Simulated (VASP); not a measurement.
V:

```
V
1.0
    -1.51294    1.51294    1.51294
     1.51294   -1.51294    1.51294
     1.51294    1.51294   -1.51294
V
1
Direct
  0.00000 0.00000 0.00000
```

| Property | Result |
| --- | --- |
| Program | VASP 6.6.1 |
| Task | relaxation of cell and atoms |
| Functional | PBEsol |
| Potentials or basis | VASP PAW PBE potentials, release 64 (V_sv) |
| Cutoff | 600 eV |
| k mesh | 20 × 20 × 20 |
| Occupations | gaussian, width 0.1 eV |
| Spin | no spin polarisation |

At the start: pressure -11.6 GPa; volume 13.85 Å³/atom.

Where does the relaxation end?

Over 4 steps the energy falls by 34.0 meV/atom and the volume is 12.96 Å³/atom (-6.5 %); space group Im-3m (No. 229, to 0.05 Å).

The path:
```csv
step,energy change (eV),largest force (eV/Å),pressure (GPa),volume (Å³)
1,0.0000,0.0000,-11.56,13.85
2,0.0218,0.0000,18.77,11.94
3,-0.0340,0.0000,-0.24,12.98
4,-0.0340,0.0000,0.03,12.96
```

Final structure:
```cif
data_structure
_symmetry_space_group_name_H-M 'P 1'
_symmetry_Int_Tables_number 1
_cell_length_a 2.5629
_cell_length_b 2.5629
_cell_length_c 2.5629
_cell_angle_alpha 109.471
_cell_angle_beta 109.471
_cell_angle_gamma 109.471
_cell_volume 12.96
loop_
_atom_site_label
_atom_site_type_symbol
_atom_site_fract_x
_atom_site_fract_y
_atom_site_fract_z
_atom_site_occupancy
V1 V 0.00000 0.00000 0.00000 1
```

Caveat: the PAW data sets were made with another functional, which shifts forces and pressure a little.
